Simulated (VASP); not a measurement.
All values below come from r2SCAN+rVV10, VASP's PBE PAW potentials (set 64) (plane waves; VASP 6.6.1).

A VASP calculation is set up with these files.

**POSCAR**
```
TaSi2
1
    4.7699126442    -0.0000000000     0.0000000000
   -2.3849563221     4.1308655939     0.0000000000
    0.0000000000    -0.0000000000     6.5621196045
Ta Si
3 6
Direct
  0.5000000000   0.0000000000   1.0000000000
  0.5000000000   0.5000000000   0.6666670000
  1.0000000000   0.5000000000   0.3333330000
  0.1586659770   0.3173319540   1.0000000000
  0.8413340230   0.1586659770   0.6666670000
  0.6826680460   0.8413340230   0.3333330000
  0.8413340230   0.6826680460   1.0000000000
  0.1586659770   0.8413340230   0.6666670000
  0.3173319540   0.1586659770   0.3333330000
```

**INCAR**
```
SYSTEM = TaSi2
PREC = Accurate
ENCUT = 400
EDIFF = 1E-7
NELM = 100
ALGO = Normal
LREAL = .FALSE.
LASPH = .TRUE.
ISMEAR = -5
METAGGA = R2SCAN
LUSE_VDW = .TRUE.
BPARAM = 11.95
CPARAM = 0.0093
LMIXTAU = .TRUE.
LMAXMIX = 6
LWAVE = .FALSE.
LCHARG = .FALSE.
LORBIT = 11
NEDOS = 601
ISIF = 2
LEFG = .TRUE.
```

KPOINTS_OPT:
```
k-points along high-symmetry lines
6
Line-mode
Reciprocal
  0.000000   0.000000   0.000000 ! GAMMA
  0.500000   0.000000   0.000000 ! M

  0.500000   0.000000   0.000000 ! M
  0.333333   0.333333   0.000000 ! K

  0.333333   0.333333   0.000000 ! K
  0.000000   0.000000   0.000000 ! GAMMA

  0.000000   0.000000   0.000000 ! GAMMA
  0.000000   0.000000   0.500000 ! A

  0.000000   0.000000   0.500000 ! A
  0.500000   0.000000   0.500000 ! L

  0.500000   0.000000   0.500000 ! L
  0.333333   0.333333   0.500000 ! H

  0.333333   0.333333   0.500000 ! H
  0.000000   0.000000   0.500000 ! A

  0.500000   0.000000   0.500000 ! L
  0.500000   0.000000   0.000000 ! M

  0.333333   0.333333   0.500000 ! H
  0.333333   0.333333   0.000000 ! K
```

### KPOINTS
```
Automatic mesh
0
Gamma
8 8 5
0 0 0
```

POTCAR, in this order: Ta_pv Si (PBE.64 set). Program: vasp_std.

Unless said otherwise, spin-orbit coupling is left out, though it shifts the bands of the heavy elements here.

Estimate the energy per atom (σ→0), band gap (over mesh and band path).

```yaml
energy per atom (σ→0): -22.415 eV/atom
band gap (over mesh and band path): none (metal, semimetal or under 0.01 eV)
```

OSZICAR:
```
...
DAV:  20    -0.201734077745E+03    0.29572E-05   -0.29912E-08  1252   0.138E-03    0.223E-04
DAV:  21    -0.201734078978E+03   -0.12328E-05   -0.50422E-09  1236   0.506E-04    0.112E-04
DAV:  22    -0.201734079125E+03   -0.14785E-06   -0.14782E-09  1228   0.302E-04    0.388E-05
DAV:  23    -0.201734078975E+03    0.14995E-06   -0.10350E-09  1230   0.248E-04    0.203E-05
DAV:  24    -0.201734078936E+03    0.38969E-07   -0.10988E-10  1210   0.566E-05
   1 F= -.20173408E+03 E0= -.20173408E+03  d E =0.000000E+00
       N       E                     dE             ncg
       N       E                     dE             ncg
```

The structure comes from a measured TaSi2 entry (P6_422) of the Crystallography Open Database, whose conditions weren't checked. It was relaxed first. The electron count is odd and the run is not spin-polarised, which forces a metal.
